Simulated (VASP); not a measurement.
# RuF2 (Fm-3m) in VASP: a series of runs

One crystal, RuF2, is run at these levels: PBE+U; tasks: single point.

All numbers are computed with VASP 6.6.1; they aren't measurements. Logs are shortened: lines on timing, memory, paths and dates and some standing lists are left out, and cuts for length are marked.

## (1) Starting point

The structure is cubic, space group Fm-3m (No. 225). Conventional cell: a = 4.817 Å, b = 4.817 Å, c = 4.817 Å, α = 90.00°, β = 90.00°, γ = 90.00°. Ru (site symmetry m-3m) has 8 F at 2.09 Å as nearest neighbours. F (site symmetry -43m) has 4 Ru at 2.09 Å as nearest neighbours.

The cell comes from a database or a generator and needn't be the stable form of this composition.

## (2) Single point, PBE+U

INCAR

```
SYSTEM = RuF2
PREC = Accurate
ENCUT = 520
EDIFF = 1E-6
ISMEAR = 0
SIGMA = 0.05
LREAL = .False.
LASPH = .True.
NELM = 80
ALGO = Normal
ISIF = 2
LWAVE = .False.
LCHARG = .False.
LMAXMIX = 4
LDAU = .True.
LDAUTYPE = 2
LDAUL = 2 -1
LDAUU = 4 0
LDAUJ = 0 0
LDAUPRINT = 1
GGA = PE
```

KPOINTS

```
regular mesh
0
Gamma
  7 7 7
  0 0 0
```

POSCAR

```
RuF2
1.0
    0.0000000000      2.4087449400      2.4087449400
    2.4087449400      0.0000000000      2.4087449400
    2.4087449400      2.4087449400      0.0000000000
Ru F
1 2
Direct
    0.0000000000      0.0000000000      0.0000000000
    0.2500000000      0.2500000000      0.2500000000
    0.7500000000      0.7500000000      0.7500000000
```

Potentials or basis: VASP PAW PBE potentials, release 64 (Ru_pv, F).

Run with:

```
$ cat potpaw_PBE.64/Ru_pv/POTCAR potpaw_PBE.64/F/POTCAR > POTCAR
$ mpirun -np 1 vasp_std > vasp.out
```

OUTCAR:

```text
SYSTEM = RuF2
   PREC = Accurate
   ENCUT = 520
   EDIFF = 1E-6
   ISMEAR = 0
   LREAL = .False.
   LASPH = .True.
   NELM = 80
   ISIF = 2
   GGA = PE

 ion  position               nearest neighbor table
   1  0.000  0.000  0.000-   3 2.09   3 2.09   3 2.09   2 2.09   3 2.09   2 2.09   2 2.09   2 2.09

   2  0.250  0.250  0.250-   1 2.09   1 2.09   1 2.09   1 2.09
   3  0.750  0.750  0.750-   1 2.09   1 2.09   1 2.09   1 2.09

  LATTYP: Found a face centered cubic cell.
 ALAT       =     4.8174898800

  Lattice vectors:

 A1 = (   0.0000000000,   2.4087449400,   2.4087449400)
 A2 = (   2.4087449400,   0.0000000000,   2.4087449400)
 A3 = (   2.4087449400,   2.4087449400,   0.0000000000)

Analysis of symmetry for initial positions (statically):
=====================================================================
 Subroutine PRICEL returns:
 Original cell was already a primitive cell.

 Routine SETGRP: Setting up the symmetry group for a
 face centered cubic supercell.

 Subroutine GETGRP returns: Found 48 space group operations
 (whereof 48 operations were pure point group operations)
 out of a pool of 48 trial point group operations.

The static configuration has the point symmetry O_h .

Analysis of symmetry for dynamics (positions and initial velocities):
=====================================================================
 Subroutine PRICEL returns:
 Original cell was already a primitive cell.

 Routine SETGRP: Setting up the symmetry group for a
 face centered cubic supercell.

 Subroutine GETGRP returns: Found 48 space group operations
 (whereof 48 operations were pure point group operations)
 out of a pool of 48 trial point group operations.

The dynamic configuration has the point symmetry O_h .

 Subroutine INISYM returns: Found 48 space group operations
 (whereof 48 operations are pure point group operations),
 and found     1 'primitive' translations

----------------------------------------------------------------------------------------

                                     Primitive cell

  volume of cell :      27.9513

  direct lattice vectors                    reciprocal lattice vectors
     0.000000000  2.408744940  2.408744940    -0.207576980  0.207576980  0.207576980
     2.408744940  0.000000000  2.408744940     0.207576980 -0.207576980  0.207576980
     2.408744940  2.408744940  0.000000000     0.207576980  0.207576980 -0.207576980

  length of vectors
     3.406479762  3.406479762  3.406479762     0.359533876  0.359533876  0.359533876

  position of ions in fractional coordinates (direct lattice)
     0.000000000  0.000000000  0.000000000
     0.250000000  0.250000000  0.250000000
     0.750000000  0.750000000  0.750000000

  ion indices of the primitive-cell ions
   primitive index   ion index
                 1           1
                 2           2
                 3           3

----------------------------------------------------------------------------------------

 KPOINTS: regular mesh

Automatic generation of k-mesh.
 Grid dimensions read from file:
 generate k-points for:    7    7    7

 Generating k-lattice:

  Cartesian coordinates                     Fractional coordinates (reciprocal lattice)
    -0.029653854  0.029653854  0.029653854     0.142857143  0.000000000  0.000000000
     0.029653854 -0.029653854  0.029653854     0.000000000  0.142857143  0.000000000
     0.029653854  0.029653854 -0.029653854     0.000000000  0.000000000  0.142857143

  Length of vectors
[... 47 lines left out ...]
   LASPH  =      T    aspherical Exc in radial PAW
   ENCUT  =  520.0 eV  38.22 Ry    6.18 a.u.   6.33  6.33  6.33*2*pi/ulx,y,z
   NELM   =     80;   NELMIN=  2; NELMDL= -5     # of ELM steps
   EDIFF  = 0.1E-05   stopping-criterion for ELM
   LREAL  =      F    real-space projection
   EDIFFG = 0.1E-04   stopping-criterion for IOM
   NSW    =      0    number of steps for IOM
   IBRION =     -1    ionic relax: 0-MD 1-quasi-New 2-CG
   NFREE  =      0    steps in history (QN), initial steepest desc. (CG)
   ISIF   =      2    stress and relaxation
   ISYM   =      2    0-nonsym 1-usesym 2-fastsym
   POTIM  = 0.5000    time-step for ionic-motion
   TEBEG  =    0.0;   TEEND  =   0.0 temperature during run
   PSTRESS=    0.0 pullay stress
   NELECT =      28.0000    total number of electrons
   NUPDOWN=      -1.0000    fix difference up-down
   EMIN   =  10.00;   EMAX   =-10.00  energy-range for DOS
   EFERMI =   0.00;   METHOD = LEGACY
   ISMEAR =     0;   SIGMA  =   0.05  broadening in eV -4-tet -1-fermi 0-gaus
   EFERMI_NEDOS =   21; number of points for ismear=-14 and -15
   IALGO  =     38    algorithm
   IMIX   =      4    mixing-type and parameters
     AMIX     =   0.40;   BMIX     =  1.00
     AMIX_MAG =   1.60;   BMIX_MAG =  1.00
  volume/ion in A,a.u.               =       9.32        62.87
  Fermi-wavevector in a.u.,A,eV,Ry     =   1.638048  3.095462 36.507181  2.683202
  Thomas-Fermi vector in A             =   2.729086
   LORBIT       =      0    0 simple, 1 ext, 2 COOP (PROOUT), +10 PAW based schemes
 LDA+U is selected, type is set to LDAUTYPE =  2
   angular momentum for each species LDAUL =     2   -1
   U (eV)           for each species LDAUU =   4.0  0.0
   J (eV)           for each species LDAUJ =   0.0  0.0
   GGA     = PE    functional components
   LHFCALC =     F    Hartree Fock is set to
   AEXX    =    0.0000 exact exchange contribution
   IVDW    =     0    specifies the selected vdW correction
   LEPSILON=     F    determine dielectric tensor
   LRPA    =     F    only Hartree local field effects (RPA)
 non-spin polarized calculation
 Gauss-broadening in eV      SIGMA  =   0.05
  energy-cutoff  :      520.00
  volume of cell :       27.95
 maximum number of plane-waves:       769
 NGX is ok and might be reduce to    28
   NGX = 13   NGY = 13   NGZ = 13

 number of electron      28.0000002 magnetization

 Free energy of the ion-electron system (eV)
  ---------------------------------------------------
  ext. energy  EPLUGINS =         0.00000000
  ---------------------------------------------------
  free energy    TOTEN  =        -9.42087452 eV

  energy without entropy =       -9.41631586  energy(sigma->0) =       -9.41859519

atom =   1  type =  1  l = 2

 onsite density matrix

spin component  1

  0.4432  0.0000  0.0000  0.0000 -0.0000
  0.0000  0.4432 -0.0000 -0.0000  0.0000
  0.0000 -0.0000  0.8957 -0.0000  0.0000
  0.0000 -0.0000 -0.0000  0.4432  0.0000
 -0.0000  0.0000  0.0000  0.0000  0.8957

spin component  2

  0.4432  0.0000  0.0000  0.0000 -0.0000
  0.0000  0.4432 -0.0000 -0.0000  0.0000
  0.0000 -0.0000  0.8957 -0.0000  0.0000
  0.0000 -0.0000 -0.0000  0.4432  0.0000
 -0.0000  0.0000  0.0000  0.0000  0.8957

 occupancies and eigenvectors

  o =  0.4432  v =  0.0000  0.9995  0.0000 -0.0317 -0.0000  0.0000  0.0000  0.0000  0.0000  0.0000      0.0000  0.0000  0.0000  0.0000  0.0000  0.0000  0.0000  0.0000  0.0000  0.0000
  o =  0.4432  v =  0.0000  0.0000  0.0000  0.0000  0.0000  0.0000  0.9995  0.0000 -0.0317 -0.0000      0.0000  0.0000  0.0000  0.0000  0.0000  0.0000  0.0000  0.0000  0.0000  0.0000
  o =  0.4432  v =  0.0000  0.0000  0.0000  0.0000  0.0000  1.0000  0.0000  0.0000  0.0000  0.0000      0.0000  0.0000  0.0000  0.0000  0.0000  0.0000  0.0000  0.0000  0.0000  0.0000
  o =  0.4432  v =  1.0000  0.0000  0.0000  0.0000  0.0000  0.0000  0.0000  0.0000  0.0000  0.0000      0.0000  0.0000  0.0000  0.0000  0.0000  0.0000  0.0000  0.0000  0.0000  0.0000
  o =  0.4432  v =  0.0000  0.0317  0.0000  0.9995 -0.0000  0.0000  0.0000  0.0000  0.0000  0.0000      0.0000  0.0000  0.0000  0.0000  0.0000  0.0000  0.0000  0.0000  0.0000  0.0000
  o =  0.4432  v =  0.0000  0.0000  0.0000  0.0000  0.0000  0.0000  0.0317  0.0000  0.9995 -0.0000      0.0000  0.0000  0.0000  0.0000  0.0000  0.0000  0.0000  0.0000  0.0000  0.0000
  o =  0.8957  v =  0.0000 -0.0000  0.1598 -0.0000 -0.9871  0.0000  0.0000  0.0000  0.0000  0.0000      0.0000  0.0000  0.0000  0.0000  0.0000  0.0000  0.0000  0.0000  0.0000  0.0000
  o =  0.8957  v =  0.0000  0.0000  0.0000  0.0000  0.0000  0.0000 -0.0000  0.1598 -0.0000 -0.9871      0.0000  0.0000  0.0000  0.0000  0.0000  0.0000  0.0000  0.0000  0.0000  0.0000
  o =  0.8957  v =  0.0000  0.0000  0.0000  0.0000  0.0000  0.0000  0.0000 -0.9871  0.0000 -0.1598      0.0000  0.0000  0.0000  0.0000  0.0000  0.0000  0.0000  0.0000  0.0000  0.0000
  o =  0.8957  v =  0.0000  0.0000 -0.9871  0.0000 -0.1598  0.0000  0.0000  0.0000  0.0000  0.0000      0.0000  0.0000  0.0000  0.0000  0.0000  0.0000  0.0000  0.0000  0.0000  0.0000

 number of electron      28.0000002 magnetization

 Free energy of the ion-electron system (eV)
  ---------------------------------------------------
  ext. energy  EPLUGINS =         0.00000000
  ---------------------------------------------------
  free energy    TOTEN  =        -9.60729024 eV

  energy without entropy =       -9.60409210  energy(sigma->0) =       -9.60569117

 E-fermi :  10.4676     XC(G=0): -12.6683

 val. band max:       10.4150146633   @ k =  -0.4286   0.4286   0.1429
 cond. band min:      10.4852956905   @ k =   0.2857   0.0000   0.0000
 fundamental gap:      0.0702810272
 Fermi energy:        10.4675803671

 k-point     1 :       0.0000    0.0000    0.0000
  band No.  band energies     occupation
      1     -32.9657      2.00000
      2     -32.9657      2.00000
      3     -32.9656      2.00000
      4     -18.3037      2.00000
      5     -16.2332      2.00000
      6      -0.9606      2.00000
[... 397 lines left out ...]
      5     -17.0633      2.00000
      6      -1.1126      2.00000
[... 10 lines left out ...]
     17      18.4692      0.00000
     18      20.3353      0.00000

------------------------ aborting loop because EDIFF is reached ----------------------------------------

  FORCE on cell =-STRESS in cart. coord.  units (eV):
  Direction    XX          YY          ZZ          XY          YZ          ZX
  --------------------------------------------------------------------------------------
  -------------------------------------------------------------------------------------
  Total       11.2881244     11.2881244     11.2881244     -0.0000000      0.0000000      0.0000000
  in kB      647.0382072    647.0382072    647.0382072     -0.0000000      0.0000000      0.0000000
  external PRESSURE =     647.0382072 kB  Pullay stress =       0.0000000 kB

 VOLUME and BASIS-vectors are now :
 -----------------------------------------------------------------------------
  energy-cutoff  :      520.00
  volume of cell :       27.95
      direct lattice vectors                 reciprocal lattice vectors
     0.000000000  2.408744940  2.408744940    -0.207576980  0.207576980  0.207576980
     2.408744940  0.000000000  2.408744940     0.207576980 -0.207576980  0.207576980
     2.408744940  2.408744940  0.000000000     0.207576980  0.207576980 -0.207576980

 POSITION                                       TOTAL-FORCE (eV/Angst)
 -----------------------------------------------------------------------------------
      0.00000      0.00000      0.00000         0.000000     -0.000000      0.000000
      1.20437      1.20437      1.20437        -0.000000     -0.000000     -0.000000
      3.61312      3.61312      3.61312         0.000000      0.000000      0.000000
 -----------------------------------------------------------------------------------
    total drift:                                0.000000      0.000000      0.000000

  FREE ENERGIE OF THE ION-ELECTRON SYSTEM (eV)
  ---------------------------------------------------
  free  energy   TOTEN  =        -9.6072902380 eV

  energy  without entropy=       -9.6040921001  energy(sigma->0) =       -9.60569117
```

Wall time 15 s (1 thread of Intel Xeon Platinum 8375C at 2.90GHz (Ice Lake), shared host); peak memory 0.16 GiB.

What came out:

- Free energy: -9.6073 eV
- Pressure: 64.7 GPa
- Band gap on the k mesh: none (metal or under the smearing width)

Levels at points of the mesh, in eV from the Fermi level:
```csv
k point,band 12,band 13,band 14,band 15,band 16,band 17
"(0.00, 0.00, 0.00)",-3.81,-3.81,1.26,1.65,1.65,1.65
```

Eigenvalues of the final occupation matrices:
```csv
site,spin,trace,eigenvalues
site 1 d,1,3.12,0.44 0.44 0.44 0.90 0.90
site 1 d,2,3.12,0.44 0.44 0.44 0.90 0.90
```

Caveat: a pressure of tens of GPa on the cell as given is suspect, and the run, the potentials or the cell itself is likely at fault; U without spin polarisation on a metal has little footing.

## (3) Single point, PBE+U

INCAR

```
SYSTEM = RuF2
  PREC = Accurate
  ENCUT = 520
  EDIFF = 1E-6
  ISMEAR = 0
  SIGMA = 0.05
  LREAL = .FALSE.
  LASPH = .TRUE.
  NELM = 60
  ALGO = Normal
  ISIF = 2
  LWAVE = .FALSE.
  LCHARG = .FALSE.
  LMAXMIX = 4
  LDAU = .TRUE.
  LDAUTYPE = 2
  LDAUL = 2 -1
  LDAUU = 3 0
  LDAUJ = 0 0
  LDAUPRINT = 1
  GGA = PE
```

KPOINTS

```
regular mesh
0
G
  7 7 7
  0 0 0
```

POSCAR is that of step 2.

Potentials or basis: VASP PAW PBE potentials, release 64 (Ru_pv, F).

Run with:

```
$ cat potpaw_PBE.64/Ru_pv/POTCAR potpaw_PBE.64/F/POTCAR > POTCAR
$ mpirun -np 1 vasp_std > vasp.out
```

Run time: 5.7 s. Hardware: 1 thread of AMD EPYC 9R45 (Zen 5), shared host; peak memory 0.13 GiB.

It converged, with:

- Free energy: -10.5403 eV
- Pressure: 64.3 GPa
- Band gap on the k mesh: none (metal or under the smearing width)

Levels at points of the mesh, in eV from the Fermi level:
| k point | band 12 | band 13 | band 14 | band 15 | band 16 | band 17 |
| --- | --- | --- | --- | --- | --- | --- |
| (0.00, 0.00, 0.00) | -3.38 | -3.38 | 1.32 | 1.65 | 1.65 | 1.65 |

Eigenvalues of the final occupation matrices:
| site | spin | trace | eigenvalues |
| --- | --- | --- | --- |
| site 1 d | 1 | 3.12 | 0.45 0.45 0.45 0.89 0.89 |
| site 1 d | 2 | 3.12 | 0.45 0.45 0.45 0.89 0.89 |

Caveat: a pressure of tens of GPa on the cell as given is suspect, and the run, the potentials or the cell itself is likely at fault; U without spin polarisation on a metal has little footing.
